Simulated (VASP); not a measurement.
Computed with PBE GGA, VASP's PBE PAW potentials (set 64) (plane waves; VASP).

Input for VASP

**INCAR**
```
ISIF=2   # forces and stress, cell fixed
ENCUT=300   # plane-wave cut-off (eV)
SIGMA=0.05   # width (eV)
ISMEAR=0
SYSTEM=TePt
LASPH=.TRUE.   # aspherical one-centre terms
LMAXMIX=6   # l cut-off of mixed one-centre charges
ALGO=Normal
LWAVE=.FALSE.
EDIFF=1E-6
LCHARG=.FALSE.
LREAL=.FALSE.   # projection in real space or not
NELM=100   # most electronic steps
PREC=Accurate
GGA=PE   # PBE
```

POSCAR:
```
TePt
1
    4.0552670000     0.0000000000     0.0000000000
    0.0000000000     4.0552670000     0.0000000000
    0.0000000000     0.0000000000     7.1405430000
Pt Te
2 2
Direct
  0.0000000000   0.5000000000   0.0000000000
  0.5000000000   0.0000000000   0.5000000000
  0.0000000000   0.0000000000   0.2500000000
  0.0000000000   0.0000000000   0.7500000000
```

KPOINTS:
```
kpoints
0
G
5 5 3
```

POTCAR, in this order: Pt Te (PBE.64 set). Program: vasp_std.

What VASP printed:

OSZICAR:
```
       N       E                     dE             d eps       ncg     rms          rms(c)
DAV:   1     0.117807594397E+03    0.11781E+03   -0.98305E+03   480   0.873E+02
DAV:   2    -0.142506912979E+02   -0.13206E+03   -0.12482E+03   656   0.186E+02
DAV:   3    -0.196543320731E+02   -0.54036E+01   -0.52928E+01   568   0.404E+01
DAV:   4    -0.197676285930E+02   -0.11330E+00   -0.11300E+00   636   0.627E+00
DAV:   5    -0.197694564973E+02   -0.18279E-02   -0.18244E-02   540   0.718E-01    0.101E+01
DAV:   6    -0.194314118715E+02    0.33804E+00   -0.11692E+00   536   0.874E+00    0.580E+00
DAV:   7    -0.193438946235E+02    0.87517E-01   -0.24783E-01   524   0.391E+00    0.285E+00
DAV:   8    -0.193244336340E+02    0.19461E-01   -0.92796E-02   580   0.230E+00    0.574E-01
DAV:   9    -0.193240802315E+02    0.35340E-03   -0.36454E-03   532   0.407E-01    0.476E-01
DAV:  10    -0.193239197723E+02    0.16046E-03   -0.18984E-03   544   0.255E-01    0.424E-02
DAV:  11    -0.193239433679E+02   -0.23596E-04   -0.14927E-04   588   0.763E-02    0.382E-02
DAV:  12    -0.193239538733E+02   -0.10505E-04   -0.11082E-05   532   0.218E-02    0.247E-02
DAV:  13    -0.193239602286E+02   -0.63553E-05   -0.87637E-06   512   0.174E-02    0.455E-03
DAV:  14    -0.193239604652E+02   -0.23657E-06   -0.71759E-07   340   0.620E-03
   1 F= -.19323960E+02 E0= -.19323459E+02  d E =-.100247E-02
```

File OUTCAR:
```
------------------------ aborting loop because EDIFF is reached ----------------------------------------
  FORCE on cell =-STRESS in cart. coord.  units (eV):
  Direction    XX          YY          ZZ          XY          YZ          ZX
  --------------------------------------------------------------------------------------
  Total       -3.8030322     -3.8030322     -6.5916655      0.0000000      0.0000000      0.0000000
  in kB      -51.8884195    -51.8884195    -89.9364198      0.0000000      0.0000000      0.0000000
  external PRESSURE =     -64.5710863 kB  Pullay stress =       0.0000000 kB
  volume of cell :      117.43
      direct lattice vectors                 reciprocal lattice vectors
     4.055267000  0.000000000  0.000000000     0.246592888  0.000000000  0.000000000
     0.000000000  4.055267000  0.000000000     0.000000000  0.246592888  0.000000000
     0.000000000  0.000000000  7.140543000     0.000000000  0.000000000  0.140045372
 POSITION                                       TOTAL-FORCE (eV/Angst)
 -----------------------------------------------------------------------------------
      0.00000      2.02763      0.00000         0.000000      0.000000      0.000000
      2.02763      0.00000      3.57027         0.000000      0.000000      0.000000
      0.00000      0.00000      1.78514         0.000000     -0.000000     -0.000000
      0.00000      0.00000      5.35541        -0.000000      0.000000     -0.000000
 -----------------------------------------------------------------------------------
    total drift:                                0.000000      0.000000     -0.000000
  FREE ENERGIE OF THE ION-ELECTRON SYSTEM (eV)
  ---------------------------------------------------
  free  energy   TOTEN  =       -19.3239604652 eV

  energy  without entropy=      -19.3229579941  energy(sigma->0) =      -19.32345923
```
(Selected blocks of OUTCAR.)

File OUTCAR:
```
 val. band max:        4.8390225878   @ k =   0.0000   0.0000   0.0000

 cond. band min:       4.8968906305   @ k =   0.4000   0.0000   0.0000


 Fermi energy:         4.8504045873

 k-point     1 :       0.0000    0.0000    0.0000
  band No.  band energies     occupation
      1      -7.4757      2.00000
      2      -5.9202      2.00000
      3      -1.6585      2.00000
      4       0.6830      2.00000
      5       0.6830      2.00000
      6       2.0176      2.00000
      7       2.6205      2.00000
      8       3.1198      2.00000
      9       3.2449      2.00000
     10       3.2449      2.00000
     11       3.2652      2.00000
     12       3.3382      2.00000
     13       3.3820      2.00000
     14       3.5309      2.00000
     15       3.5309      2.00000
     16       4.8390      1.25250
     17       7.2378      0.00000
     18       7.8398      0.00000
     19       7.8398      0.00000
     20      10.0496      0.00000

 k-point     2 :       0.2000    0.0000    0.0000
  band No.  band energies     occupation
      1      -7.2863      2.00000
      2      -5.9097      2.00000
      3      -1.3909      2.00000
      4       0.7334      2.00000
      5       0.7475      2.00000
      6       1.4057      2.00000
      7       2.2143      2.00000
      8       2.7304      2.00000
      9       3.0130      2.00000
     10       3.1800      2.00000
     11       3.2223      2.00000
     12       3.2711      2.00000
     13       3.3951      2.00000
     14       3.5730      2.00000
     15       4.2543      2.00000
     16       4.7305      1.99930
     17       7.0095      0.00000
     18       7.7236      0.00000
     19       7.8161      0.00000
     20       8.6476      0.00000

 k-point     3 :       0.4000    0.0000    0.0000
  band No.  band energies     occupation
      1      -6.9346      2.00000
      2      -5.8949      2.00000
      3      -0.7959      2.00000
      4      -0.0418      2.00000
      5       0.8174      2.00000
...
```

At this cut-off the stress carries a Pulay error, which pulls relaxed volumes low. Unless said otherwise, spin-orbit coupling is left out, though it shifts the bands of the heavy elements here.

The structure was generated: TePt was put into the PtS type (P4_2/mmc), which need not be its known phase. The cell was not relaxed at this level. The k-mesh is coarse (spacing up to 0.31 per Å, 2π included), so the numbers may not be converged in it. The run is one of a series of settings (ENCUT = 300 against the base run), some of them coarse on purpose.
